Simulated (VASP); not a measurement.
Calculation: PBE GGA, VASP's PBE PAW potentials (set 64) (plane waves; VASP).

VASP ran on this input.

File POSCAR:
```
MoSi2
1
   -1.5951017185     1.5951017185     3.9125207342
    1.5951017185    -1.5951017185     3.9125207342
    1.5951017185     1.5951017185    -3.9125207342
Si Mo
2 1
Direct
  0.6652298573   0.6652298573   0.0000000000
  0.3347701427   0.3347701427   0.0000000000
  0.0000000000   0.0000000000   0.0000000000
```

### KPOINTS
```
Automatic mesh
0
Gamma
13 13 13
0 0 0
```

### INCAR
```
SYSTEM = MoSi2
PREC = Accurate
ENCUT = 500
EDIFF = 1E-6
NELM = 100
ALGO = Normal
LREAL = .FALSE.
LASPH = .TRUE.
ISMEAR = 1
SIGMA = 0.1
GGA = PE
LMAXMIX = 4
LWAVE = .FALSE.
LCHARG = .FALSE.
IBRION = 2
ISIF = 3
NSW = 40
EDIFFG = -0.02
PSTRESS = 100
```

POTCAR, in this order: Si Mo_sv (PBE.64 set). Program: vasp_std.

The run wrote:

File OSZICAR:
```
       N       E                     dE             d eps       ncg     rms          rms(c)
DAV:   1     0.120605954686E+03    0.12061E+03   -0.11268E+04  5888   0.136E+03
DAV:   2    -0.211867736133E+02   -0.14179E+03   -0.14003E+03  7217   0.334E+02
DAV:   3    -0.241268612967E+02   -0.29401E+01   -0.28876E+01  7903   0.437E+01
DAV:   4    -0.241412044874E+02   -0.14343E-01   -0.14340E-01  6615   0.352E+00
DAV:   5    -0.241413247738E+02   -0.12029E-03   -0.12028E-03  8029   0.304E-01    0.220E+01
DAV:   6    -0.233989847485E+02    0.74234E+00   -0.72085E+00  6867   0.186E+01    0.491E+00
DAV:   7    -0.232811197302E+02    0.11787E+00   -0.10643E+00  6601   0.663E+00    0.461E+00
DAV:   8    -0.232471047815E+02    0.34015E-01   -0.11788E-01  6951   0.289E+00    0.456E-01
DAV:   9    -0.232464695441E+02    0.63524E-03   -0.22013E-03  7287   0.427E-01    0.247E-01
DAV:  10    -0.232464337326E+02    0.35812E-04   -0.69480E-04  6993   0.247E-01    0.575E-02
DAV:  11    -0.232464210597E+02    0.12673E-04   -0.26129E-04  6986   0.129E-01    0.405E-02
DAV:  12    -0.232464158135E+02    0.52462E-05   -0.30073E-05  6664   0.407E-02    0.847E-03
DAV:  13    -0.232464153958E+02    0.41768E-06   -0.85046E-07  3969   0.677E-03
   1 F= -.20761092E+02 E0= -.20761046E+02  d E =-.207611E+02
       N       E                     dE             d eps       ncg     rms          rms(c)
DAV:   1    -0.239108037769E+02   -0.66439E+00   -0.19860E+01  6678   0.503E+01    0.132E+01
DAV:   2    -0.231510689947E+02    0.75973E+00   -0.57949E+00  6531   0.199E+01    0.275E+00
DAV:   3    -0.230783479175E+02    0.72721E-01   -0.35575E-01  6321   0.369E+00    0.101E+00
DAV:   4    -0.230664204597E+02    0.11927E-01   -0.43424E-02  7042   0.215E+00    0.882E-01
DAV:   5    -0.230665924732E+02   -0.17201E-03   -0.25670E-03  7098   0.459E-01    0.401E-01
DAV:   6    -0.230667322398E+02   -0.13977E-03   -0.53547E-04  6972   0.144E-01    0.224E-02
DAV:   7    -0.230667270751E+02    0.51647E-05   -0.34427E-05  7014   0.383E-02    0.789E-03
DAV:   8    -0.230667259171E+02    0.11581E-05   -0.22521E-06  5286   0.107E-02    0.363E-03
DAV:   9    -0.230667258073E+02    0.10980E-06   -0.10736E-07  3185   0.277E-03
   2 F= -.20725531E+02 E0= -.20725482E+02  d E =0.355612E-01
       N       E                     dE             d eps       ncg     rms          rms(c)
DAV:   1    -0.236049368939E+02   -0.53821E+00   -0.88903E+00  6727   0.340E+01    0.747E+00
DAV:   2    -0.232804410334E+02    0.32450E+00   -0.37639E+00  6552   0.149E+01    0.178E+00
DAV:   3    -0.232138326557E+02    0.66608E-01   -0.34145E-01  6384   0.356E+00    0.558E-01
DAV:   4    -0.232090691422E+02    0.47635E-02   -0.25339E-02  6881   0.139E+00    0.260E-01
DAV:   5    -0.232092194022E+02   -0.15026E-03   -0.27597E-03  7210   0.435E-01    0.241E-01
DAV:   6    -0.232091774114E+02    0.41991E-04   -0.71423E-04  6657   0.155E-01    0.265E-02
DAV:   7    -0.232091758295E+02    0.15819E-05   -0.16903E-05  7260   0.295E-02    0.906E-03
DAV:   8    -0.232091761423E+02   -0.31279E-06   -0.12167E-06  4865   0.746E-03
   3 F= -.20773842E+02 E0= -.20773794E+02  d E =-.127499E-01
       N       E                     dE             d eps       ncg     rms          rms(c)
DAV:   1    -0.232082249599E+02    0.95087E-03   -0.95497E-04  6699   0.348E-01    0.810E-02
DAV:   2    -0.232081890074E+02    0.35953E-04   -0.35196E-04  6545   0.147E-01    0.196E-02
DAV:   3    -0.232081838667E+02    0.51407E-05   -0.28743E-05  6433   0.325E-02    0.617E-03
DAV:   4    -0.232081838116E+02    0.55076E-07   -0.21717E-06  3930   0.146E-02
   4 F= -.20773843E+02 E0= -.20773795E+02  d E =-.127505E-01
       N       E                     dE             d eps       ncg     rms          rms(c)
DAV:   1    -0.232078174372E+02    0.36643E-03   -0.15129E-02  6244   0.120E+00    0.113E-01
DAV:   2    -0.232075643092E+02    0.25313E-03   -0.54897E-04  7469   0.204E-01    0.550E-02
DAV:   3    -0.232074962920E+02    0.68017E-04   -0.15284E-04  7399   0.100E-01    0.166E-02
DAV:   4    -0.232074933287E+02    0.29633E-05   -0.16562E-05  7217   0.325E-02    0.120E-02
DAV:   5    -0.232074934551E+02   -0.12642E-06   -0.85529E-07  3528   0.729E-03
   5 F= -.20774020E+02 E0= -.20773962E+02  d E =-.177124E-03
```

OUTCAR:
```
------------------------ aborting loop because EDIFF is reached ----------------------------------------
  FORCE on cell =-STRESS in cart. coord.  units (eV):
  Direction    XX          YY          ZZ          XY          YZ          ZX
  --------------------------------------------------------------------------------------
  Total        2.4616881      2.4616881      2.4141141      0.0000000      0.0000000      0.0000000
  in kB      101.1594413    101.1594413     99.2044582      0.0000000      0.0000000      0.0000000
  external PRESSURE =       0.5077803 kB  Pullay stress =     100.0000000 kB
  volume of cell :       38.99
      direct lattice vectors                 reciprocal lattice vectors
    -1.583258217  1.583258217  3.888424664     0.000000000  0.315804456  0.128586778
     1.583258217 -1.583258217  3.888424664     0.315804456  0.000000000  0.128586778
     1.583258217  1.583258217 -3.888424664     0.315804456  0.315804456  0.000000000
 POSITION                                       TOTAL-FORCE (eV/Angst)
 -----------------------------------------------------------------------------------
      0.00000      0.00000      5.17582         0.000000      0.000000      0.006758
      1.58326      1.58326     -1.28739        -0.000000     -0.000000     -0.006758
      0.00000      0.00000      0.00000        -0.000000     -0.000000      0.000000
 -----------------------------------------------------------------------------------
    total drift:                                0.000000     -0.000000      0.000000
  FREE ENERGIE OF THE ION-ELECTRON SYSTEM (eV)
  ---------------------------------------------------
  free  energy   TOTEN  =       -23.2074934551 eV

  energy  without entropy=      -23.2073178472  energy(sigma->0) =      -23.20743492
  enthalpy is  TOTEN    =       -20.7740200786 eV   P V=        2.4334733765

 reached required accuracy - stopping structural energy minimisation
```
(Selected blocks of OUTCAR.)

File CONTCAR:
```
MoSi2
   1.00000000000000
    -1.5832582166547540    1.5832582166547540    3.8884246635856177
     1.5832582166547540   -1.5832582166547540    3.8884246635856177
     1.5832582166547540    1.5832582166547540   -3.8884246635856177
  Si              Mo
     2     1
Direct
     0.6655418668253842    0.6655418668253842    0.0000000000000000
     0.3344581331746158    0.3344581331746158    1.0000000000000000
     0.0000000000000000    0.0000000000000000    0.0000000000000000
```

Energy and stress use the plane-wave basis of the starting cell.

The compound is MoSi2 in the MoSi2 type structure. This run relaxes it under an external pressure of 10 GPa. Symmetry was kept, so distortions that lower it aren't found.
